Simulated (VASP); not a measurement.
OSZICAR of a VASP run on K (bcc):

OSZICAR:
```
       N       E                     dE             d eps       ncg     rms          rms(c)
DAV:   1     0.455486075455E+02    0.45549E+02   -0.36194E+03   752   0.854E+02
DAV:   2     0.390563183177E+00   -0.45158E+02   -0.44818E+02   752   0.211E+02
DAV:   3    -0.101310697522E+01   -0.14037E+01   -0.13873E+01  1248   0.352E+01
DAV:   4    -0.104259961834E+01   -0.29493E-01   -0.29267E-01  1144   0.378E+00
DAV:   5    -0.104302274058E+01   -0.42312E-03   -0.42312E-03  1304   0.262E-01    0.193E+00
DAV:   6    -0.104326990246E+01   -0.24716E-03   -0.13060E-03  1208   0.274E-01    0.119E+00
DAV:   7    -0.104372105661E+01   -0.45115E-03   -0.28592E-03  1168   0.411E-01    0.517E-02
DAV:   8    -0.104378708714E+01   -0.66031E-04   -0.13898E-04  1120   0.159E-01    0.191E-02
DAV:   9    -0.104379962518E+01   -0.12538E-04   -0.12017E-05  1152   0.300E-02    0.800E-03
DAV:  10    -0.104379866360E+01    0.96157E-06   -0.26354E-06  1216   0.151E-02    0.115E-03
DAV:  11    -0.104379867582E+01   -0.12220E-07   -0.40326E-08   864   0.238E-03
   1 F= -.11691670E+01 E0= -.11688221E+01  d E =-.103468E-02
```

Problem. Which electronic solver shows in the log?

Solution. It is blocked Davidson (ALGO = Normal, or the opening steps of other solvers). The INCAR had ALGO = Normal.

Problem. Can the final energy be trusted as converged?

Solution. The run converged. It stopped with EDIFF = 1E-7, NELM = 100 (PBE GGA with D3 dispersion (zero damping), plane waves, VASP's PBE PAW potentials (set 64)).

The compound is K in the bcc structure. This cell is one point of a volume scan, at 1.06 of the reference volume.
